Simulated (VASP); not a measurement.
All values below come from PBE GGA, VASP's PBE PAW potentials (set 64) (plane waves; VASP).

A VASP calculation is set up with these files.

KPOINTS:
```
K-points
0
gamma
  4 4 4
0 0 0
```

INCAR:
```
ALGO = Normal
EDIFF = 1E-6
EDIFFG = -0.02
ENCUT = 400
GGA = PE
IBRION = 2
ISIF = 3
ISMEAR = 0
LASPH = T
LCHARG = F
LMAXMIX = 4
LREAL = F
LWAVE = F
NELM = 100
NSW = 60
PREC = Accurate
SIGMA = 0.05
SYSTEM = Al2In2As4
```

POSCAR:
```
Al2In2As4
1
    5.9338983133     0.0000000000     0.0000000000
    0.0000000000     5.9338983133     0.0000000000
    0.0000000000    -0.0000000000     5.9496446538
In As Al
2 4 2
Direct
  1.0000000000   1.0000000000   0.0000000000
  0.5000000000   0.5000000000   0.0000000000
  0.2500000000   0.2500000000   0.2719814734
  0.7500000000   0.7500000000   0.2719814734
  0.7500000000   0.2500000000   0.7280185266
  0.2500000000   0.7500000000   0.7280185266
  0.5000000000   0.0000000000   0.5000000000
  0.0000000000   0.5000000000   0.5000000000
```

POTCAR, in this order: In_d As Al (PBE.64 set). Program: vasp_std.

Unless said otherwise, spin-orbit coupling is left out, though it shifts the bands of the heavy elements here.

Predict the energy per atom (σ→0), volume per atom, band gap (on the k-mesh).

```yaml
energy per atom (σ→0): -4.260 eV/atom
band gap (on the k-mesh): 0.48 eV
volume_per_atom: 26.33 Å³/atom
```

OSZICAR:
```
...
   2 F= -.34079266E+02 E0= -.34079266E+02  d E =-.906503E-03
       N       E                     dE             d eps       ncg     rms          rms(c)
DAV:   1    -0.340809941828E+02   -0.17291E-02   -0.42693E-02  1456   0.275E+00    0.241E-01
DAV:   2    -0.340796694573E+02    0.13247E-02   -0.32068E-03  1456   0.913E-01    0.939E-02
DAV:   3    -0.340794338989E+02    0.23556E-03   -0.89928E-04  1499   0.416E-01    0.424E-02
DAV:   4    -0.340794356670E+02   -0.17681E-05   -0.39380E-05  1284   0.482E-02    0.393E-02
DAV:   5    -0.340794365698E+02   -0.90276E-06   -0.66860E-06  1113   0.169E-02
   3 F= -.34079437E+02 E0= -.34079437E+02  d E =-.107754E-02
```

The structure was generated: Al2In2As4 was put into an ordered model structure (P-4m2), which need not be its known phase. This run relaxes it. Symmetry was kept, so distortions that lower it aren't found. The start is the result of an earlier pass.
